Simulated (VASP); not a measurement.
```xyz
2
Lattice="0.0000 2.8583 2.8583 2.8583 0.0000 2.8583 2.8583 2.8583 0.0000" Properties=species:S:1:pos:R:3 pbc="T T T"
Ca     0.0000     0.0000     0.0000
S      2.8583     2.8583     2.8583
```

Level of theory: PBE GGA, VASP's PBE PAW potentials (set 64) (plane waves; VASP). Settings: 520 eV cut-off, 7×7×7 Γ-centred mesh, Gaussian smearing of 0.050 eV, potentials Ca_sv S.

### Question
Predict the energy per atom (σ→0).

### Answer

```json
{
  "energy per atom (σ→0)": "-5.183 eV/atom"
}
```

The compound is CaS in the rock salt structure. It was relaxed first.
